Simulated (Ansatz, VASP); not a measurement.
# In2Se: VASP beside Ansatz, part 2 of 2

One calculation is typed for both programs; each brings its own data sets. How far apart do they land? The cell is generated by rule, not measured, and may not be a known phase. The cell is taken from a series of runs on this material, whose earlier steps may have relaxed, scaled, displaced or heated it; both programs get it as it stands.

VASP 6.6.1 and Ansatz 0.2.0.

So far. Step 2 (VASP: single point, PBEsol, pair 1): The run ends at a pressure of -1.32 GPa, with forces up to 0.47 eV/Å. Step 3 (Ansatz: single point, PBEsol, pair 1): The run ends at a pressure of -1.31 GPa, with forces up to 0.47 eV/Å.

### Step 5. VASP: single point, PBEsol, pair 2

Level of this step: PBEsol; plane waves and PAW (Se, In_d); invented cell (VASP).

A single point gives forces, pressure and levels at one fixed geometry, so differences don't come from the geometry; what else differs is listed under the comparison.

The input, INCAR:

```
SYSTEM = In2Se
PREC = Accurate
ENCUT = 500
EDIFF = 1E-06
NELM = 120
ISMEAR = 1
SIGMA = 0.2
LREAL = .FALSE.
ALGO = Normal
GGA = PS
NBANDS = 79
LORBIT = 11
LWAVE = .FALSE.
LCHARG = .FALSE.
ISIF = 2
LASPH = .TRUE.
GGA_COMPAT = .FALSE.
KPAR = 2
```

The input, POSCAR:

```
In2Se
1.0
   -6.6284302234      0.0000000000      0.0000000000
    0.0000000000     -6.6284302234     -6.6284302234
    0.0000000000     -6.6284302234      6.6284302234
Se In
4 8
Direct
    0.0000000000      0.5640067187      0.5000000000
    0.0000000000      0.9359932813      0.0000000000
    0.5000000000      0.9359932813      0.5000000000
    0.5000000000      0.5640067187      0.0000000000
    0.7500000000      0.2500000000      0.5000000000
    0.7500000000      0.7500000000      0.0000000000
    0.2500000000      0.0466534185      0.2500000000
    0.2500000000      0.4533465815      0.7500000000
    0.2500000000      0.0466534185      0.7500000000
    0.2500000000      0.4533465815      0.2500000000
    0.7500000000      0.7500000000      0.5000000000
    0.7500000000      0.2500000000      0.0000000000
```

The input, KPOINTS:

```
Automatic mesh
0
Gamma
6 4 4
0 0 0
```

Potentials, in the order of the species: Se and In_d (PBE family, release 64).

Started as:

```console
mpirun -np 2 vasp_std
```

Numbers of over 12 decimals in the logs are rounded to 6 here.

Output:

```text
[banner, memory and clock lines left out]
running    2 mpi-ranks, on    1 nodes
[...]
[... a notice as in an earlier step ...]

 LDA part: xc-table for (Slater+PW92), standard interpolation
 POSCAR, INCAR and KPOINTS ok, starting setup
[...]
entering main loop
       N       E                     dE             d eps       ncg     rms          rms(c)
DAV:   1     0.121124317054E+04    0.12112E+04   -0.53789E+04  5688   0.158E+03
DAV:   2     0.139818572970E+03   -0.10714E+04   -0.10406E+04  5768   0.416E+02
DAV:   3    -0.221404054696E+02   -0.16196E+03   -0.15598E+03  6835   0.183E+02
DAV:   4    -0.357003850344E+02   -0.13560E+02   -0.13212E+02  6633   0.522E+01
[...]
DAV:  14    -0.341478187997E+02   -0.28475E-05   -0.62860E-06  6047   0.123E-02    0.689E-03
DAV:  15    -0.341478206345E+02   -0.18348E-05   -0.33079E-06  4747   0.712E-03    0.286E-03
DAV:  16    -0.341478207563E+02   -0.12179E-06   -0.54065E-07  3703   0.362E-03
   1 F= -.34147821E+02 E0= -.34141398E+02  d E =-.192681E-01
```

From OUTCAR (step 5):

```text
  Total       -3.4483577     -5.3745018     -5.3745018      0.0000000      3.5314778     -0.0000000
  in kB       -9.4855130    -14.7838223    -14.7838223      0.0000000      9.7141544     -0.0000000
  external PRESSURE =     -13.0177192 kB  Pullay stress =       0.0000000 kB

 POSITION                                       TOTAL-FORCE (eV/Angst)
 -----------------------------------------------------------------------------------
      0.00000     -7.05269     -0.42426        -0.709666      0.469855      0.469855
      0.00000     -6.20417     -6.20417        -0.709666     -0.469855     -0.469855
     -3.31422     -9.51838     -2.88995         0.709666     -0.469855     -0.469855
     -3.31422     -3.73848     -3.73848         0.709666      0.469855      0.469855
     -4.97132     -4.97132      1.65711         0.000000     -0.000000      0.000000
     -4.97132     -4.97132     -4.97132        -0.000000     -0.000000      0.000000
     -1.65711     -1.96635      1.34787         0.000000     -0.281702     -0.281702
     -1.65711     -7.97630      1.96635         0.000000      0.281702      0.281702
     -1.65711     -5.28056      4.66208         0.000000     -0.281702     -0.281702
     -1.65711     -4.66208     -1.34787         0.000000      0.281702      0.281702
     -4.97132     -8.28554     -1.65711        -0.000000     -0.000000     -0.000000
     -4.97132     -1.65711     -1.65711         0.000000      0.000000      0.000000
 -----------------------------------------------------------------------------------
    total drift:                               -0.000000      0.000000      0.000000

  FREE ENERGIE OF THE ION-ELECTRON SYSTEM (eV)
  ---------------------------------------------------
  free  energy   TOTEN  =       -34.1478207563 eV

  energy  without entropy=      -34.1285526334  energy(sigma->0) =      -34.14139805

[... 2 parts as in an earlier step ...]

[... 1 further part left out ...]
[key lines of the parts left out:]
E-fermi :   1.8058
```

The run ends at a pressure of -1.30 GPa, with forces up to 0.97 eV/Å.

### Step 6. Ansatz: single point, PBEsol, pair 2

The same cell, functional, mesh and smearing now go to Ansatz, which takes its cutoff from its data sets.

The cell is taken from a series of runs on this material, whose earlier steps may have relaxed, scaled, displaced or heated it; both programs get it as it stands.

The input, input.yaml:

```yaml
crystal:
  lattice:
    - [-6.6284302234, 0.0, 0.0]
    - [0.0, -6.6284302234, -6.6284302234]
    - [0.0, -6.6284302234, 6.6284302234]
  atoms:
    - { symbol: Se, position: [0.0, 0.5640067187, 0.5] }
    - { symbol: Se, position: [0.0, -0.0640067187, 0.0] }
    - { symbol: Se, position: [0.5, -0.0640067187, 0.5] }
    - { symbol: Se, position: [0.5, 0.5640067187, 0.0] }
    - { symbol: In, position: [0.75, 0.25, 0.5] }
    - { symbol: In, position: [0.75, 0.75, 0.0] }
    - { symbol: In, position: [0.25, 0.0466534185, 0.25] }
    - { symbol: In, position: [0.25, 0.4533465815, 0.75] }
    - { symbol: In, position: [0.25, 0.0466534185, 0.75] }
    - { symbol: In, position: [0.25, 0.4533465815, 0.25] }
    - { symbol: In, position: [0.75, 0.75, 0.5] }
    - { symbol: In, position: [0.75, 0.25, 0.0] }
kpoints:
  mp_grid: { grid: [6, 4, 4] }
hamiltonian:
  xc: pbesol
scf:
  occupations: { method: methfessel_paxton, width: 0.2 }
output:
  forces: true
  stress: true
  eigenvalues: true
```

Started as:

```console
ansatz run input.yaml --threads 8 --pin off --max-ram 14336MiB --backend cpu --events-out ev --progress --plain --runs-dir out
```

Output:

```text
[...]
Crystal: 12 atoms, lattice volume = 582.455 Å³
Basis set: ecut = 420 eV, 11407 PW (Γ), exchange–correlation on 90×128×128 points (8 copies of the dense FFT grid, shifted against one another)
Bands: 101, of which v1, the nominal top of the filled ones, is band 84 counted from 1 (83 counted from 0)
Symmetry: 8 space group operations
[...]
k-points: 36 of 96
[...]
k-point 0: bands = [... 80 lower, 1.6626, 2.5707, 2.9336, 3.2145, 3.5252, 3.7982, 4.4988, 4.6910, ... 13 higher]
  k-point 1: bands = [... 80 lower, 1.6679, 2.4170, 3.0767, 3.1967, 3.7245, 3.7872, 4.0866, 4.5304, ... 13 higher]
  k-point 2: bands = [... 80 lower, 2.0063, 2.0063, 3.3987, 3.3987, 3.4871, 3.4871, 4.2891, 4.2891, ... 13 higher]
  k-point 35: bands = [... 80 lower, 1.9123, 1.9123, 3.4205, 3.4205, 4.0034, 4.0034, 4.0618, 4.0618, ... 13 higher]
[key lines of the parts left out:]
SCF converged after 9 iterations
Free energy (F): -65894.930128 eV
Fermi energy:    3.580334 eV
P = ⅓ Tr σ = -1.2899 GPa (-12.899 kbar)
```

The run ends at a pressure of -1.29 GPa, with forces up to 0.97 eV/Å.

### Step 7. Differences

What differs besides the data sets and the points named for the pairs above, as far as they apply: the data sets hold 168 valence electrons in Ansatz (on its default PAW (the set named soft_2) files) and 128 in VASP. Total energies have different zeros and are not compared.

Compared:

| quantity | Ansatz | VASP | difference |
| --- | --- | --- | --- |
| pressure (GPa) | -1.29 | -1.30 | +0.01 |

Forces on 7 of the 12 atoms, those with the largest forces and the largest differences (eV/Å; atoms numbered as in POSCAR):

```csv
atom,"Ansatz x, y, z","VASP x, y, z"
Se1,"-0.711, 0.470, 0.470","-0.710, 0.470, 0.470"
Se2,"-0.711, -0.470, -0.470","-0.710, -0.470, -0.470"
Se3,"0.711, -0.470, -0.470","0.710, -0.470, -0.470"
Se4,"0.711, 0.470, 0.470","0.710, 0.470, 0.470"
In7,"0.000, -0.280, -0.280","0.000, -0.282, -0.282"
In8,"0.000, 0.280, 0.280","0.000, 0.282, 0.282"
In10,"0.000, 0.280, 0.280","0.000, 0.282, 0.282"
```

The forces differ by 0.7 meV/Å r.m.s., which is 0.2 % of the r.m.s. force of 0.350 eV/Å (both taken over all components).

### Step 8. Results

```
r.m.s. force difference (single point, PBEsol, pair 1) : 0.91 meV/Å
r.m.s. force difference (single point, PBEsol, pair 2) : 0.21 % of the r.m.s. force
```

The r.m.s. force difference is 0.91 meV/Å (single point, PBEsol, pair 1), within the 12 meV/Å picked in this series as the mark of a large difference. The data sets hold unlike numbers of valence electrons (168 in Ansatz and 128 in VASP), so part of the differences comes from the potentials. Such differences can come from data sets, numerical settings and the points named under the comparisons, not from the functional's error against experiment.

[Lines on the potential files, build, host, timing and source positions are cut from VASP's logs without a mark.]

[Logs are printed without paths, hosts, clocks, repeated set-up lines and the standing remarks that a program may print on its own settings, such as how far it seeks lower states.]

[Hosts, paths, dates, database ids (printed as entryN), source tags and the programs' standing remarks are cut or masked in the printed files.]
